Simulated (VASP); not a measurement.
Given:

```yaml
crystal:
  lattice:
    - [2.90032, 0.00000, 0.00000]
    - [0.00000, 2.80675, 0.00000]
    - [0.00000, 0.00000, 2.90575]
  atoms:
    - { symbol: Ga, position: [0.50000, 0.50000, 0.50000] }
    - { symbol: Co, position: [0.01551, 0.00000, 0.00000] }
```

The numbers are results of PBE GGA, VASP's PBE PAW potentials (set 64) (plane waves; VASP 6.6.1), not measurements. Numerical set-up: 400 eV cut-off, 7×8×7 Monkhorst-Pack mesh, first-order Methfessel-Paxton smearing of 0.10 eV, potentials Ga_d Co.

Gaps are read on the run's mesh, which can miss a band edge.

Q: What does the run give for the energy per atom (σ→0), pressure, largest force, band gap (on the k-mesh) with the smallest direct gap where there is one?

A: 
- band gap (on the k-mesh): none (metal, semimetal or under 0.01 eV)
- energy per atom (σ→0): -5.230 eV/atom
- pressure: 1.94 GPa
- largest force: 0.296 eV/Å

The absolute energy has meaning only against runs of the same code, potentials and settings.

The compound is CoGa in the CsCl type structure. The cell was not relaxed at this level, atoms are displaced from their ideal sites. The k-mesh is coarse (spacing up to 0.31 per Å, 2π included), so the numbers may not be converged in it. The run is one of a series of settings (KPOINTS 7×8×7 Monkhorst-Pack mesh against the base run), some of them coarse on purpose. The run is not spin-polarised, so no magnetic state was tried.
